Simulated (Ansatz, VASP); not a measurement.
# In (linear In chain) in two plane-wave programs

Aim: how closely do two programs agree when they are given the same cell, functional and k mesh? The structure shown is the end of the Ansatz relaxation below.

Main program and level: Ansatz 0.2.0; plane waves, with VASP 6.6.1 beside it; PBE and LDA.

## (1) Starting point

The cell holds 1 atom: 1 In. Cell: a = 7.500 Å, b = 7.500 Å, c = 2.892 Å, α = 90.0°, β = 90.0°, γ = 90.0°. Vacuum lies along a and b. The structure's axis is c.

## (2) Ansatz: relaxation, PBE

Ansatz runs on its default PAW (the set named soft_2) files.

This run makes the geometry at which the two programs are then compared.

File input.yaml:

```yaml
crystal:
  lattice:
    - [7.5, 0.0, 0.0]
    - [0.0, 7.5, 0.0]
    - [0.0, 0.0, 2.6412]
  atoms:
    - { symbol: In, position: [0.5, 0.5, 0.0] }
kpoints:
  mp_grid: { grid: [1, 1, 31] }
scf:
  occupations: { method: fermi_dirac, width: 0.05 }
hamiltonian:
  xc: pbe
relax:
  cell: { fix: [a, b, alpha, beta, gamma] }
  max_steps: 60
```

Started as:

```
$ ansatz run input.yaml --threads 4 --pin off --max-ram 8192MiB --backend cpu --events-out ev --progress --plain --runs-dir out
```

Numbers of over 12 decimals in the logs are rounded to 6 here.

What it wrote:

```text
Engine: ansatz 0.2.0, aarch64-unknown-linux-gnu
Pseudopotentials: kind: paw
Pseudopotential: In, paw, valence charge 13, recommended cutoff 420 eV (normal), In.paw.azcp
Functional definition: PBE
  parameter kappa = 0.804
  parameter beta = 0.066725
  exchange = pbe_x(kappa = kappa, mu = beta*pi^2/3)
  correlation = pbe_c(beta = beta)
Crystal: 1 atoms, lattice volume = 148.567 Å³
Basis set: ecut = 420 eV, 2929 PW (Γ), exchange–correlation on 108×108×36 points (8 copies of the dense FFT grid, shifted against one another)
Bands: 11, of which v1, the nominal top of the filled ones, is band 7 counted from 1 (6 counted from 0)
Symmetry: 16 space group operations
Space group: P4/mmm (ITA 123), of the structure as read, at distance tolerance 5.3e-5 Å
k-points: 16 of 31
Non-local potential: In, projectors of the file, l = 0: 2, l = 1: 2, l = 2: 2, l = 3: 2
PAW form: soft (Blöchl's): semilocal exchange-correlation on the pseudo side does not see the compensation charge
PAW one-centre angular grid: In, 590 points (default); XC on 64 Gauss nodes
Initial density: superposition of atomic densities (neutral atoms: chi_scale 0, normalization atom), corrected by the library's trained network
Initial wavefunctions: pseudopotential atomic-orbital guess
Functional: x = pbe(κ = 0.804, μ = 0.219515), c = pbe(β = 0.066725)
SCF iter   1: F=—  HF=-5596.525940 eV  |F-HF|=—  |Δ(HF+E_count)|=         —  Δρ=1.25e-3  dr2=8.42e-3  ethr=1.77e-3  ⟨swp⟩=5.8  Hψ=1152  notcnv=0
preconditioner: auto → LDOS  [insulator: Δε(μ)=0.191 eV  Ē_g=16.235 eV  σ=0.050 eV  W_gap=0.72  n_scr=12 (ndim 8)  ℏωp=11.0 eV  f_vac=0.625  D(μ)=1.30/eV (n_scr^D=8)  ε∞_Penn≈1.5  β→1.0]
SCF iter   2: F=—  HF=-5596.523959 eV  |F-HF|=—  |Δ(HF+E_count)|=   1.98e-3  Δρ=1.21e-3  dr2=1.93e-3  ethr=6.48e-5  ⟨swp⟩=2.2  Hψ=483  notcnv=0  defer=4
SCF iter   3: F=—  HF=-5596.523662 eV  |F-HF|=—  |Δ(HF+E_count)|=   2.97e-4  Δρ=6.52e-4  dr2=7.76e-4  ethr=1.48e-5  ⟨swp⟩=2.0  Hψ=336  notcnv=0  defer=4
SCF iter   4: F=—  HF=-5596.523402 eV  |F-HF|=—  |Δ(HF+E_count)|=   2.60e-4  Δρ=1.38e-4  dr2=6.29e-5  ethr=5.97e-6  ⟨swp⟩=2.0  Hψ=273  notcnv=0  defer=4
SCF iter   5: F=—  HF=-5596.523395 eV  |F-HF|=—  |Δ(HF+E_count)|=   6.80e-6  Δρ=2.61e-5  dr2=1.42e-6  ethr=4.84e-7  ⟨swp⟩=3.0  Hψ=273  notcnv=0  defer=4
SCF iter   6: F=-5596.523395 eV  HF=-5596.523395 eV  |F-HF|=1.40e-8  |Δ(HF+E_count)|=   1.02e-7  Δρ=2.03e-6  dr2=9.44e-9  ethr=7.69e-10  ⟨swp⟩=3.2  Hψ=708  notcnv=0
SCF 1 converged in 6 iterations: F = -5596.523395 eV  dr2 = 9.44e-9
  greatest PAW one-centre occupation: 0.982 electrons in one spin orbital (limit 2), on the In atom at site 0 (counted from 0), in its partial waves of l = 2
relax step   1: F+E_penalty+E_count = -5596.52339507 eV  Δ(F+E_penalty+E_count) = +0.000e0 eV  max|allowed force component| = 0.000e0 eV/Å  Δτ_max = 0.0000 Å  P = +0.879 GPa  Ω = 148.567 Å³  fix = [a, b, alpha, beta, gamma]  reactions: a +0.205, b +0.205 GPa  (6 SCF iters, dr2 threshold 1.00e-7 eV, accepted)
[...]
relax step   2: F+E_penalty+E_count = -5596.57356911 eV  Δ(F+E_penalty+E_count) = -5.017e-2 eV  max|allowed force component| = 0.000e0 eV/Å  Δτ_max = 0.0000 Å  P = +0.515 GPa  Ω = 154.362 Å³  energy of the carried Pulay correction = -3.708e-4 eV  fix = [a, b, alpha, beta, gamma]  reactions: a +0.188, b +0.188 GPa  (6 SCF iters, dr2 threshold 1.00e-7 eV, accepted)
[...]
relax step   3: F+E_penalty+E_count = -5596.61157617 eV  Δ(F+E_penalty+E_count) = -3.801e-2 eV  max|allowed force component| = 0.000e0 eV/Å  Δτ_max = 0.0000 Å  P = +0.231 GPa  Ω = 160.753 Å³  energy of the carried Pulay correction = -7.613e-4 eV  fix = [a, b, alpha, beta, gamma]  reactions: a +0.169, b +0.169 GPa  (6 SCF iters, dr2 threshold 1.00e-7 eV, accepted)
[...]
relax step   4: F+E_penalty+E_count = -5596.61289208 eV  Δ(F+E_penalty+E_count) = -1.316e-3 eV  max|allowed force component| = 0.000e0 eV/Å  Δτ_max = 0.0000 Å  P = +0.058 GPa  Ω = 163.561 Å³  energy of the carried Pulay correction = -9.274e-4 eV  fix = [a, b, alpha, beta, gamma]  reactions: a +0.168, b +0.168 GPa  (6 SCF iters, dr2 threshold 1.00e-7 eV, accepted)
[...]
relax step   5: F+E_penalty+E_count = -5596.61343907 eV  Δ(F+E_penalty+E_count) = -5.470e-4 eV  max|allowed force component| = 0.000e0 eV/Å  Δτ_max = 0.0000 Å  P = +0.106 GPa  Ω = 162.691 Å³  energy of the carried Pulay correction = -8.763e-4 eV  fix = [a, b, alpha, beta, gamma]  reactions: a +0.168, b +0.168 GPa  (5 SCF iters, dr2 threshold 6.41e-8 eV, accepted)
[...]
relax step   6: F+E_penalty+E_count = -5596.61385898 eV  Δ(F+E_penalty+E_count) = -4.199e-4 eV  max|allowed force component| = 0.000e0 eV/Å  Δτ_max = 0.0000 Å  P = +0.103 GPa  Ω = 162.691 Å³  fix = [a, b, alpha, beta, gamma]  reactions: a +0.167, b +0.167 GPa  stress off target by 2.35e-2 GPa on what of the cell is left free  SCF on the basis re-selected at this cell (its energy is not comparable with the rows above)  (6 SCF iters)
basis re-selected at this cell: Δ(F+E_penalty+E_count) = -4.199e-4 eV, ΔP = -0.003 GPa vs the last step (what re-selecting the basis moved, of the pressure what is left beyond the Pulay correction that the steps carried, after the strain that the cell walked since its last selection, with what the two solves' SCF thresholds leave and, on support functions, any second-order correction that the steps lacked; it is no measure of the basis error at this ecutwfc). The dense FFT grid was sized anew with the basis: this SCF ran on 54×54×20 points, the steps before it on 54×54×18, so part of this shift can come from that change (see relax.cell in the input reference). [rest of the remark cut]
SCF converged after 6 iterations
Free energy (F): -5596.613859 eV
Harris-Foulkes:  -5596.613859 eV  (|F-HF|=1.82e-12)
Internal energy: -5596.595182 eV  (E = F + TS)
E sigma→0 (E₀):  -5596.604520 eV
Entropy (-TS):   -0.018677 eV (-18.677 meV/atom)
Fermi energy:    -1.149509 eV
--- Per-component energies (eV) ---
  E_band       = -173.940149
  E_kinetic    = 239.867174
  E_local      = -2491.466249  (includes V_loc(G=0)·N_el)
  E_nonlocal   = 365.517713
  E_hartree    = 1053.624036
  E_xc         = -214.760008
  E_vxc        = -98.067623  (∫ρ·V_xc dr)
  E_paw        = -4150.887984  (= ΣΔE_a)
  E_vpaw       = -297.039211  (= ΣTr[D̂ρ^β])
  E_aug_tail   = 0.000026  (compensation charges beyond the density's cutoff)
  E_ewald      = -398.489888
  E_smearing   = -0.018677  (= −TS)
  E_closure    = 0.000000  (closes the sum)
  Σ components = -5596.613859   (vs F -5596.613859, Δ=0.00e0)
--- Forces (eV/Å), atoms counted from 1 ---
  atom   1  In     0.00000000     0.00000000     0.00000000
  max |Σ_I F_I| component: 8.84e-29 eV/Å
--- Stress (GPa, compression-positive) ---
        0.166979       0.000000       0.000000
        0.000000       0.166979       0.000000
        0.000000       0.000000      -0.023530
  P = ⅓ Tr σ = 0.1035 GPa (1.035 kbar)
--- Relaxed structure (5 steps of the walk, 5 accepted, 1 SCFs on fresh bases) ---
  F+E_penalty+E_count = -5596.61385898 eV   max|allowed force component| = 0.000e0 eV/Å   (the final SCF, on the basis selected at the relaxed cell)
  cell:  # Å, volume = 162.6913 Å³
    - [7.5, 0.0, 0.0]
    - [0.0, 7.5, 0.0]
    - [0.0, 0.0, 2.892290]
  atoms:
    - { symbol: In, position: [0.5, 0.5, 0.0] }
```

## (3) VASP: single point, PBE, pair 1

The same cell, functional, mesh and smearing now go to VASP, with its own data sets.

Lines of VASP's logs that name or quote its potential files are left out, and so is its time.

File INCAR:

```
SYSTEM = In
PREC = Accurate
ENCUT = 500
EDIFF = 1E-06
NELM = 120
ISMEAR = -1
SIGMA = 0.05
LREAL = .FALSE.
ALGO = Normal
GGA = PE
NBANDS = 12
LORBIT = 11
LWAVE = .FALSE.
LCHARG = .FALSE.
ISIF = 2
LASPH = .TRUE.
GGA_COMPAT = .FALSE.
KPAR = 2
```

File POSCAR:

```
In
1.0
    7.5000000000      0.0000000000      0.0000000000
    0.0000000000      7.5000000000      0.0000000000
    0.0000000000      0.0000000000      2.8922897981
In
1
Direct
    0.5000000000      0.5000000000      0.0000000000
```

File KPOINTS:

```
Automatic mesh
0
Gamma
1 1 31
0 0 0
```

PAW data sets: In_d (PBE family, release 64).

Started as:

```
$ mpirun -np 2 vasp_std
```

What it wrote:

```text
[banner, memory and clock lines left out]
running    2 mpi-ranks, on    1 nodes
 distrk:  each k-point on    1 cores,    2 groups
 distr:  one band on    1 cores,    1 groups

 POSCAR found type information on POSCAR In
 POSCAR found :  1 types and       1 ions
 LDA part: xc-table for (Slater+PW92), standard interpolation
 POSCAR, INCAR and KPOINTS ok, starting setup
 FFT: planning ... GRIDC
 FFT: planning ... GRID_SOFT
 FFT: planning ... GRID
 WAVECAR not read
 entering main loop
       N       E                     dE             d eps       ncg     rms          rms(c)
DAV:   1     0.815157610405E+02    0.81516E+02   -0.50960E+03   384   0.765E+02
DAV:   2     0.348969561319E+01   -0.78026E+02   -0.76332E+02   420   0.217E+02
DAV:   3    -0.125387488294E+01   -0.47436E+01   -0.47163E+01   448   0.696E+01
DAV:   4    -0.138061959350E+01   -0.12674E+00   -0.12669E+00   480   0.151E+01
DAV:   5    -0.138696109232E+01   -0.63415E-02   -0.63412E-02   624   0.242E+00    0.169E+00
DAV:   6    -0.135132450447E+01    0.35637E-01   -0.18316E-02   432   0.143E+00    0.886E-01
DAV:   7    -0.133237514659E+01    0.18949E-01   -0.29109E-02   384   0.145E+00    0.138E-01
DAV:   8    -0.133174419182E+01    0.63095E-03   -0.39912E-03   428   0.425E-01    0.130E-01
DAV:   9    -0.133189922662E+01   -0.15503E-03   -0.26228E-04   404   0.129E-01    0.343E-02
DAV:  10    -0.133204487441E+01   -0.14565E-03   -0.96646E-05   392   0.113E-01    0.166E-02
DAV:  11    -0.133222660705E+01   -0.18173E-03   -0.32505E-05   388   0.365E-02    0.748E-03
DAV:  12    -0.133225602854E+01   -0.29421E-04   -0.86060E-06   392   0.149E-02    0.313E-03
DAV:  13    -0.133226342766E+01   -0.73991E-05   -0.21056E-06   420   0.781E-03    0.965E-04
DAV:  14    -0.133226452758E+01   -0.10999E-05   -0.20306E-07   268   0.288E-03    0.497E-04
DAV:  15    -0.133226451954E+01    0.80413E-08   -0.80855E-08   304   0.270E-03
   1 F= -.13322645E+01 E0= -.13229288E+01  d E =-.186715E-01
```

Parts of OUTCAR (step 3):

```text
ion  position               nearest neighbor table
   1  0.500  0.500  0.000-

  LATTYP: Found a simple tetragonal cell.
 ALAT       =     7.5000000000
 C/A-ratio  =     0.3856386397

 Subroutine GETGRP returns: Found 16 space group operations
 (whereof 16 operations were pure point group operations)

The static configuration has the point symmetry D_4h.

 Found     16 irreducible k-points:

   k-points           NKPTS =     16   k-points in BZ     NKDIM =     16   number of bands    NBANDS=     12

   dimension x,y,z NGX =    56 NGY =   56 NGZ =   24
   dimension x,y,z NGXF=   112 NGYF=  112 NGZF=   48

   ENCUT  =  500.0 eV  36.75 Ry    6.06 a.u.  13.67 13.67  5.27*2*pi/ulx,y,z

   NELECT =      13.0000    total number of electrons

 k-points in reciprocal lattice and weights: Automatic mesh
   0.00000000  0.00000000  0.00000000       0.032
   0.00000000  0.00000000  0.03225806       0.065
   0.00000000  0.00000000  0.06451613       0.065
   0.00000000  0.00000000  0.09677419       0.065
   0.00000000  0.00000000  0.12903226       0.065
   0.00000000  0.00000000  0.16129032       0.065
   0.00000000  0.00000000  0.19354839       0.065
   0.00000000  0.00000000  0.22580645       0.065
   0.00000000  0.00000000  0.25806452       0.065
[...]
0.00000000  0.00000000  0.45161290       0.065
   0.00000000  0.00000000  0.48387097       0.065

 average (electrostatic) potential at core
       1-103.3175

 E-fermi :  -1.5904

 k-point     1 :       0.0000    0.0000    0.0000
  band No.  band energies     occupation
    ...
      4     -16.2699      2.00000
      5     -16.2699      2.00000
      6      -8.0370      2.00000
      7      -1.7809      1.95661
      8      -1.7809      1.95661
      9       0.7875      0.00000
     10       2.0927      0.00000
     11       3.7293      0.00000
     12       4.0428      0.00000

 k-point     2 :       0.0000    0.0000    0.0323
  band No.  band energies     occupation
    ...
      4     -16.2739      2.00000
      5     -16.2739      2.00000
      6      -8.0187      2.00000
      7      -1.7592      1.93383
      8      -1.7592      1.93383
      9       0.8058      0.00000
     10       2.1111      0.00000
     11       3.7471      0.00000
     12       4.0619      0.00000

 k-point     3 :       0.0000    0.0000    0.0645
  band No.  band energies     occupation
    ...
      4     -16.2854      2.00000
      5     -16.2854      2.00000
      6      -7.9639      2.00000
      7      -1.6943      1.77743
      8      -1.6943      1.77743
      9       0.8606      0.00000
     10       2.1661      0.00000
     11       3.8007      0.00000
     12       4.1193      0.00000

  Total        0.1597283      0.1597283     -0.0315556      0.0000000      0.0000000     -0.0000000
  in kB        1.5729980      1.5729980     -0.3107582      0.0000000      0.0000000     -0.0000000
  external PRESSURE =       0.9450793 kB  Pullay stress =       0.0000000 kB

  energy-cutoff  :      500.00
  volume of cell :      162.69
      direct lattice vectors                 reciprocal lattice vectors
     7.500000000  0.000000000  0.000000000     0.133333333  0.000000000  0.000000000
     0.000000000  7.500000000  0.000000000     0.000000000  0.133333333  0.000000000
     0.000000000  0.000000000  2.892289798     0.000000000  0.000000000  0.345746820

 POSITION                                       TOTAL-FORCE (eV/Angst)
 -----------------------------------------------------------------------------------
      3.75000      3.75000      0.00000         0.000000      0.000000      0.000000
 -----------------------------------------------------------------------------------
    total drift:                                0.000000      0.000000      0.000000

  FREE ENERGIE OF THE ION-ELECTRON SYSTEM (eV)
  ---------------------------------------------------
  free  energy   TOTEN  =        -1.3322645195 eV

  energy  without entropy=       -1.3135930246  energy(sigma->0) =       -1.32292877

 total charge
# of ion       s       p       d       tot
------------------------------------------
    1        1.058   0.434   9.825  11.318

[... 3 further parts left out ...]
```

## (4) Side by side

Known differences besides the potentials themselves: the cutoff is 420 eV in Ansatz and 500 eV in VASP; Ansatz's pressure holds a Pulay correction, VASP's none. Total energies have different zeros and are not compared.

Both answers:

```
      quantity  Ansatz  VASP  difference
pressure (GPa)    0.10  0.09       +0.01
```

## (5) Ansatz: relaxation, LDA

This run makes the geometry at which the two programs are then compared. The cell compared in this pair holds 150.95 Å³, against 162.69 Å³ for the pair before.

The structure compared here is the end of the Ansatz relaxation.

input.yaml, the sections that differ from step 2:

```yaml
crystal:
  lattice:
    - [7.5, 0.0, 0.0]
    - [0.0, 7.5, 0.0]
    - [0.0, 0.0, 2.6412]
  atoms:
    - { symbol: In, position: [0.5, 0.5, 0.0], spin: 0.5 }
magnetization:
  spin_polarized: true
hamiltonian:
  xc: lda
# kpoints, scf, relax: as in step 2
```

Started as:

```
$ ansatz run input.yaml --threads 4 --pin off --max-ram 8192MiB --backend cpu --events-out ev --progress --plain --runs-dir out
```

What it wrote:

```text
[...]
Crystal: 1 atoms, lattice volume = 148.567 Å³
Basis set: ecut = 420 eV, 2929 PW (Γ)
Bands: 11, of which v1, the nominal top of the filled ones, is band 7 counted from 1 (6 counted from 0)
Symmetry: 16 space group operations
[...]
k-points: 16 of 31
[...]
Starting moments: Σ|m| = 0.5 μB on 1 of 1 site
[...]
0.193182       0.000000       0.000000
        0.000000       0.193182       0.000000
        0.000000       0.000000       0.045329
  P = ⅓ Tr σ = 0.1439 GPa (1.439 kbar)
--- Relaxed structure (3 steps of the walk, 3 accepted, 1 SCFs on fresh bases) ---
[...]
cell:  # Å, volume = 150.9453 Å³
    - [7.5, 0.0, 0.0]
    - [0.0, 7.5, 0.0]
    - [0.0, 0.0, 2.683472]
  atoms:
    - { symbol: In, position: [0.5, 0.5, 0.0] }
[key lines of the parts left out:]
SCF converged after 4 iterations
Magnetization: -0.0000 μB (6.5000 up, 6.5000 down)
Free energy (F): -5455.576375 eV
Fermi energy:    -1.482452 eV
```

(Part 1 of 2 ends here.)

[Lines on the potential files, build, host, timing and source positions are cut from VASP's logs without a mark.]

[Logs are printed without paths, hosts, clocks, repeated set-up lines and the standing remarks that a program may print on its own settings, such as how far it seeks lower states.]

[Hosts, paths, dates, database ids (printed as entryN), source tags and the programs' standing remarks are cut or masked in the printed files.]
